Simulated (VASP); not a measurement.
The input files of a VASP run:

**INCAR**
```
# general
SYSTEM   =  NiAl
PREC     =  Accurate
ENCUT    =  400
LREAL    =  .FALSE.
LASPH    =  .TRUE.

# electronic loop
EDIFF    =  1E-8
NELM     =  100
ALGO     =  Normal
LMAXMIX  =  4

# smearing
ISMEAR   =  1
SIGMA    =  0.1

# functional
GGA      =  PE

# ions
IBRION   =  1
NSW      =  30
ISIF     =  2
EDIFFG   =  -0.001

# output
LWAVE    =  .FALSE.
LCHARG   =  .FALSE.
```

File POSCAR:
```
NiAl
1
    2.8926903487    -0.0000000000     0.0000000000
   -0.0000000000     2.8926903487    -0.0000000000
   -0.0000000000    -0.0000000000     2.8926903487
Al Ni
1 1
Direct
  0.5000000000   0.5000000000   0.5000000000
  0.0000000000   0.0000000000   0.0000000000
```

### KPOINTS
```
Automatic
0
G
  11 11 11
0 0 0
```

POTCAR, in this order: Al Ni (PBE.64 set). Program: vasp_std.

Translate this PBE calculation to Quantum ESPRESSO's pw.x.

One equivalent input (not run):
```
&CONTROL
  calculation = 'relax'
  pseudo_dir = './pseudo'
  outdir = './out'
  tprnfor = .true.
  tstress = .true.
  nstep = 30
  forc_conv_thr = 3.9e-05
/
&SYSTEM
  ibrav = 0
  nat = 2
  ntyp = 2
  ecutwfc = 98
  occupations = 'smearing'
  smearing = 'methfessel-paxton'
  degauss = 0.00735
  input_dft = 'pbe'
/
&ELECTRONS
  conv_thr = 7.3e-10
  electron_maxstep = 100
/
&IONS
/
ATOMIC_SPECIES
  Al 26.982 Al.upf
  Ni 58.693 Ni.upf
CELL_PARAMETERS angstrom
     2.8926903   -0.0000000    0.0000000
    -0.0000000    2.8926903   -0.0000000
    -0.0000000   -0.0000000    2.8926903
ATOMIC_POSITIONS crystal
  Al   0.5000000  0.5000000  0.5000000
  Ni   0.0000000  0.0000000  0.0000000
K_POINTS automatic
  11 11 11 0 0 0
```
Limits of the translation: the potentials are each code's own (VASP's PAW set, PseudoDojo norm-conserving files in pw.x), so ENCUT and ecutwfc are chosen apart and not converted; conv_thr bounds pw.x's estimated SCF error, while EDIFF bounds the energy change between steps; forc_conv_thr acts on force components and is met together with etot_conv_thr.

The compound is NiAl in the CsCl type structure. It was relaxed first. The start is the result of an earlier pass.
